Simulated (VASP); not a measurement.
Set up this calculation in VASP 6.6.1, as the native input.

```
Task                   : band structure
Functional             : PBE
Potentials or basis    : VASP PAW PBE potentials, release 64 (Ta_sv_GW, Tl_d_GW)
Cutoff                 : 600 eV
k mesh                 : 7 × 7 × 7
Occupations            : fermi-dirac, width 0.05 eV
Spin                   : no spin polarisation
Further INCAR settings : ALGO = Normal; EDIFF = 1e-06
```

The structure of TaTl lies in POSCAR:

```
TaTl
1.0
    3.6221205400      0.0000000000      0.0000000000
    0.0000000000      3.6221205400      0.0000000000
    0.0000000000      0.0000000000      3.6221205400
Ta Tl
1 1
Direct
    0.0000000000      0.0000000000      0.0000000000
    0.5000000000      0.5000000000      0.5000000000
```

The cell was built by a generator and needn't be a form met in nature.

One way to write it, as run:

INCAR

```
PREC = Accurate
ENCUT = 600
EDIFF = 1E-6
ISMEAR = -1
SIGMA = 0.05
LREAL = False
LASPH = True
NELM = 80
ALGO = Normal
ISIF = 2
LWAVE = False
LCHARG = False
LMAXMIX = 4
GGA = PE
```

KPOINTS

```
Automatic mesh
0
Gamma
  7 7 7
```

KPOINTS_OPT

```
path GXMGRX,MR
10
line-mode
reciprocal
 0.0000000000  0.0000000000  0.0000000000  G
 0.0000000000  0.5000000000  0.0000000000  X

 0.0000000000  0.5000000000  0.0000000000  X
 0.5000000000  0.5000000000  0.0000000000  M

 0.5000000000  0.5000000000  0.0000000000  M
 0.0000000000  0.0000000000  0.0000000000  G

 0.0000000000  0.0000000000  0.0000000000  G
 0.5000000000  0.5000000000  0.5000000000  R

 0.5000000000  0.5000000000  0.5000000000  R
 0.0000000000  0.5000000000  0.0000000000  X

 0.5000000000  0.5000000000  0.0000000000  M
 0.5000000000  0.5000000000  0.5000000000  R
```

Potentials or basis: VASP PAW PBE potentials, release 64 (Ta_sv_GW, Tl_d_GW).

Command:

```console
$ cat potpaw_PBE.64/Ta_sv_GW/POTCAR potpaw_PBE.64/Tl_d_GW/POTCAR > POTCAR
$ mpirun -np 1 vasp_std > vasp.out
```

It gave:

```
Pressure                : -13.6 GPa
Band gap along the path : none (metal or under the smearing width)
```

Caveat: spin-orbit coupling is left out, which moves the levels of the heavy elements.

Run time: 58 s on 1 thread of Intel(R) Xeon(R) Platinum 8375C CPU @ 2.90GHz (Ice Lake), with other jobs on the host, peak memory 0.19 GiB.
